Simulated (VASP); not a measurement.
Here is the system:

```xyz
4
Lattice="2.0792 -3.6013 0.0000 2.0792 3.6013 0.0000 0.0000 0.0000 6.7531" Properties=species:S:1:pos:R:3 pbc="T T T"
Cd     2.0792    -1.2004     3.3763
Cd     2.0792     1.2004     6.7528
S      2.0792    -1.2004     5.9227
S      2.0792     1.2004     2.5462
```

Computed with SCAN meta-GGA, VASP's PBE PAW potentials (set 64) (plane waves; VASP 6.6.1). Settings: 520 eV cut-off, 7×7×4 Γ-centred mesh, tetrahedra with Blöchl corrections, potentials Cd S.

What does the run give for the energy per atom (σ→0), band gap (over mesh and band path) with the smallest direct gap where there is one?

```
Property                                                    Result
---------------------------------------------  -------------------
band gap (over mesh and band path)                         1.56 eV
smallest direct gap (over mesh and band path)              1.56 eV
energy per atom (σ→0)                          -2004.4 kJ/mol-atom
```

Only differences to runs with the same potentials and settings are physical.

The compound is CdS in the wurtzite structure. It was relaxed first.
